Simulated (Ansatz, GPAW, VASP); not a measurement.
Hf3Be: programs and potentials compared

```
Hf Be
1.0
    -2.09200    2.09200    4.35305
     2.09200   -2.09200    4.35305
     2.09200    2.09200   -4.35305
Hf Be
3 1
Direct
  0.49071 0.49881 0.99336
  0.25882 0.75145 0.51692
  0.75503 0.25497 0.49878
  0.00421 0.99145 0.99515
```

The cell comes from a database or a generator and needn't be the stable form of this composition.

Atoms were shifted at random by some hundredths of an Å from the given cell, which wasn't relaxed again for these runs.

Alike in all runs: task single point; functional PBE; k mesh 9 × 9 × 9; occupations fermi-dirac, width 0.05 eV; no spin polarisation; no spin-orbit coupling. Pressure is positive in compression and, in plane waves, holds the error of the finite cutoff, which Ansatz's Pulay term estimates and takes out.

```tsv
program and potentials	plane-wave cutoff (eV)	notes	pressure (GPa)	largest force (eV/Å)
Ansatz, Ansatz PAW	420	20 valence electrons an atom on average	?	?
VASP, PBE PAW files Be, Hf_pv, 520 eV	520	8 valence electrons an atom on average	-0.11	0.753
GPAW, GPAW PAW data sets (gpaw-data 1.2.1)	800	9.5 valence electrons an atom on average	0.72	0.771
```

Q: Estimate from the other rows what the run with Ansatz, Ansatz PAW gave.

A: Pressure 0.20 GPa; largest force 0.759 eV/Å. Its pressure holds a Pulay term of +0.04 GPa. The other rows, which needn't bracket it: pressure -0.11 to 0.72; largest force 0.753 to 0.771.
